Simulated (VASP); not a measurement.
Calculation: PBE GGA, VASP's PBE PAW potentials (set 64) (plane waves; VASP 6.6.1).

VASP ran on this input.

### POSCAR
```
NaF
1
    0.0000000000     2.3152320000     2.3152320000
    2.3152320000     0.0000000000     2.3152320000
    2.3152320000     2.3152320000     0.0000000000
Na F
1 1
Direct
  0.0000000000   0.0000000000   0.0000000000
  0.5000000000   0.5000000000   0.5000000000
```

**KPOINTS**
```
Automatic mesh
0
Gamma
8 8 8
0 0 0
```

**INCAR**
```
! general
SYSTEM = NaF
PREC   = Accurate
ENCUT  = 400
LREAL  = .FALSE.
LASPH  = .TRUE.

! electronic loop
EDIFF  = 1E-6
NELM   = 100
ALGO   = Normal

! smearing
ISMEAR = -1
SIGMA  = 0.05

! functional
GGA    = PE

! ions
ISIF   = 2

! output
LWAVE  = .FALSE.
LCHARG = .FALSE.
```

POTCAR, in this order: Na_pv F (PBE.64 set). Program: vasp_std.

What VASP printed:

### OSZICAR
```
       N       E                     dE             d eps       ncg     rms          rms(c)
DAV:   1     0.835296702671E+02    0.83530E+02   -0.73610E+03   684   0.130E+03
DAV:   2    -0.524969503554E+01   -0.88779E+02   -0.83785E+02   664   0.319E+02
DAV:   3    -0.939839432458E+01   -0.41487E+01   -0.41383E+01   725   0.704E+01
DAV:   4    -0.943346968609E+01   -0.35075E-01   -0.35068E-01   713   0.711E+00
DAV:   5    -0.943383197683E+01   -0.36229E-03   -0.36229E-03   689   0.713E-01    0.517E+00
DAV:   6    -0.859466711082E+01    0.83916E+00   -0.34257E+00   777   0.177E+01    0.186E+00
DAV:   7    -0.858181721272E+01    0.12850E-01   -0.25946E-02   647   0.260E+00    0.108E+00
DAV:   8    -0.858051590862E+01    0.13013E-02   -0.26208E-02   638   0.408E+00    0.105E-01
DAV:   9    -0.858133440755E+01   -0.81850E-03   -0.33537E-03   695   0.611E-01    0.627E-02
DAV:  10    -0.858129037161E+01    0.44036E-04   -0.31453E-04   686   0.264E-01    0.834E-03
DAV:  11    -0.858129155477E+01   -0.11832E-05   -0.95065E-06   713   0.713E-02    0.362E-03
DAV:  12    -0.858129213214E+01   -0.57738E-06   -0.10248E-06   659   0.217E-02
   1 F= -.85812921E+01 E0= -.85812921E+01  d E =-.744365E-11
```

**OUTCAR**
```
------------------------ aborting loop because EDIFF is reached ----------------------------------------
  FORCE on cell =-STRESS in cart. coord.  units (eV):
  Direction    XX          YY          ZZ          XY          YZ          ZX
  --------------------------------------------------------------------------------------
  Total       -0.8188272     -0.8188272     -0.8188272      0.0000000      0.0000000      0.0000000
  in kB      -52.8553912    -52.8553912    -52.8553912      0.0000000      0.0000000      0.0000000
  external PRESSURE =     -52.8553912 kB  Pullay stress =       0.0000000 kB
  volume of cell :       24.82
      direct lattice vectors                 reciprocal lattice vectors
     0.000000000  2.315232000  2.315232000    -0.215961079  0.215961079  0.215961079
     2.315232000  0.000000000  2.315232000     0.215961079 -0.215961079  0.215961079
     2.315232000  2.315232000  0.000000000     0.215961079  0.215961079 -0.215961079
  FREE ENERGIE OF THE ION-ELECTRON SYSTEM (eV)
  ---------------------------------------------------
  free  energy   TOTEN  =        -8.5812921321 eV

  energy  without entropy=       -8.5812921321  energy(sigma->0) =       -8.58129213
```
(Selected blocks of OUTCAR.)

### OUTCAR
```
 val. band max:       -2.1026796489   @ k =   0.0000   0.0000   0.0000

 cond. band min:       4.2283377366   @ k =   0.0000   0.0000   0.0000


 Fermi energy:        -0.9270368225

 k-point     1 :       0.0000    0.0000    0.0000
  band No.  band energies     occupation
      1     -21.2675      2.00000
      2     -21.0140      2.00000
      3     -21.0140      2.00000
      4     -21.0140      2.00000
      5      -2.1027      2.00000
      6      -2.1027      2.00000
      7      -2.1027      2.00000
      8       4.2283      0.00000
      9      16.9192      0.00000
     10      16.9192      0.00000
     11      16.9192      0.00000

 k-point     2 :       0.1250    0.0000    0.0000
  band No.  band energies     occupation
      1     -21.4620      2.00000
      2     -21.0157      2.00000
      3     -21.0157      2.00000
      4     -20.7987      2.00000
      5      -2.4019      2.00000
      6      -2.1387      2.00000
      7      -2.1387      2.00000
      8       4.7775      0.00000
      9      15.1828      0.00000
     10      17.1600      0.00000
     11      17.1601      0.00000

 k-point     3 :       0.2500    0.0000    0.0000
  band No.  band energies     occupation
      1     -21.6887      2.00000
      2     -21.0202      2.00000
      3     -21.0201      2.00000
      4     -20.5246      2.00000
      5      -3.0024      2.00000
      6      -2.2337      2.00000
      7      -2.2337      2.00000
      8       6.0988      0.00000
      9      13.0924      0.00000
     10      17.6889      0.00000
     11      17.6889      0.00000

 k-point     4 :       0.3750    0.0000    0.0000
  band No.  band energies     occupation
      1     -21.8343      2.00000
      2     -21.0244      2.00000
      3     -21.0244      2.00000
      4     -20.3258      2.00000
      5      -3.5011      2.00000
      6      -2.3221      2.00000
      7      -2.3221      2.00000
      8       7.6725      0.00000
      9      11.4190      0.00000
...
```

At this cut-off the stress carries a Pulay error, which pulls relaxed volumes low.

The structure is a typed NaF crystal (Fm-3m). The cell was not relaxed at this level.
